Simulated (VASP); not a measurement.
VASP runs on Fe (bcc) share one base input (PBE GGA, plane waves, VASP's PBE PAW potentials (set 64)) and change the settings named in each case.

POSCAR:
```
Fe
1.0
 -1.4637000000   1.4637000000   1.4637000000
  1.4637000000  -1.4637000000   1.4637000000
  1.4637000000   1.4637000000  -1.4637000000
Fe
1
Cartesian
  0.0000000000   0.0000000000   0.0000000000
```

File KPOINTS:
```
Automatic mesh
0
Gamma
16 16 16
0 0 0
```

INCAR:
```
ISPIN=2
ISMEAR=1   ! Methfessel-Paxton
MAGMOM=2.5
SYSTEM=Fe
EDIFF=1E-6   ! SCF stop (eV)
LCHARG=.FALSE.
LREAL=.FALSE.   ! projection in real space or not
PREC=Accurate
ALGO=Normal
LORBIT=10
GGA=PE   ! PBE
ENCUT=400
LASPH=.TRUE.   ! aspherical one-centre terms
LWAVE=.FALSE.
LMAXMIX=4
SIGMA=0.1   ! width (eV)
NELM=100   ! most electronic steps
ISIF=2   ! forces and stress, cell fixed
```

POTCAR, in this order: Fe (PBE.64 set). Program: vasp_std.

| change | E(σ→0) (eV/atom) | pressure (GPa) | moment (μB) | −TS (eV) |
|---|---|---|---|---|
| base run | -8.1816 | -12.83 | 2.46 | -0.0004 |
| ISPIN = 1, the spin start removed | -7.5174 | -32.31 | - | 0.0002 |
| MAGMOM = 0 | -7.5174 | -32.35 | 0.00 | 0.0002 |
| MAGMOM = 0.5 | -8.1816 | -12.88 | 2.47 | -0.0004 |
| MAGMOM = 4.5 | -8.1816 | -12.61 | 2.46 | -0.0004 |
| NUPDOWN = 0 | -7.5174 | -32.34 | 0.00 | 0.0002 |
| NUPDOWN = 1 | -7.7718 | -28.27 | 1.00 | 0.0007 |
| NUPDOWN = 2 | -8.1346 | -20.69 | 2.00 | -0.0008 |

Left out are runs that ran out of time, are held back, or changed the cell or the kind of run, fixed moments of cells without a moment, rows past the twelfth, gaps on odd meshes, pressures of charged cells and columns that move by less than the noise.

The compound is Fe in the bcc structure. The cell was not relaxed at this level.
